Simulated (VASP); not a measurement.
```xyz
4
Lattice="3.8881 0.0000 0.0000 -1.9440 3.3672 0.0000 0.0000 0.0000 4.7177" Properties=species:S:1:pos:R:3 pbc="T T T"
Zr     0.0000     2.2448     4.4449
Zr     1.9440     1.1224     2.0860
C      0.0000     2.2448     2.0420
C      1.9440     1.1224     4.4009
```

Calculation: PBE GGA, VASP's PBE PAW potentials (set 64) (plane waves; VASP). Run with 520 eV cut-off, 10×10×7 Γ-centred mesh, tetrahedra with Blöchl corrections, potentials Zr_sv C.

### Question
Predict the energy per atom (σ→0), band gap (on the k-mesh) with the smallest direct gap where there is one.

### Answer

| Property | Result |
|---|---|
| band gap (on the k-mesh) | none (metal, semimetal or under 0.01 eV) |
| energy per atom (σ→0) | -9.469 eV/atom |

Total energies compare only between runs with the same potentials, cut-off and functional.

The structure was generated: ZrC was put into the wurtzite type (P6_3mc), which need not be its known phase. It was relaxed first, which changed the volume by -37 %.
